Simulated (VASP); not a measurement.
Consider the following.

```
CELL_PARAMETERS angstrom
      4.42473     0.00000     0.00000
      0.00000     4.42473     0.00000
      0.00000     0.00000     7.27827
ATOMIC_POSITIONS crystal
  Ba 0.00000 0.50000 0.80648
  Ba 0.50000 0.00000 0.19352
  Br 0.50000 0.00000 0.64919
  Br 0.00000 0.50000 0.35081
  F  0.50000 0.50000 0.00000
  F  0.00000 0.00000 0.00000
```

All values below come from LDA (Ceperley-Alder, Perdew-Zunger), VASP's LDA PAW potentials (set 64) (plane waves; VASP). Settings: 520 eV cut-off, 6×6×4 Γ-centred mesh, tetrahedra with Blöchl corrections, potentials Ba_sv Br F.

Unless said otherwise, spin-orbit coupling is left out, though it shifts the bands of the heavy elements here.

Question: Predict the energy per atom (σ→0), band gap (on the k-mesh) with the smallest direct gap where there is one.

Answer: 
* **band gap (on the k-mesh)**: 4.54 eV
* **smallest direct gap (on the k-mesh)**: 4.54 eV
* **energy per atom (σ→0)**: -5.391 eV/atom

Only differences to runs with the same potentials and settings are physical.

The structure comes from a computed database's BaBrF entry (P4/nmm); how it stands against other phases isn't given here. It was relaxed first, which changed the volume by -8 %.
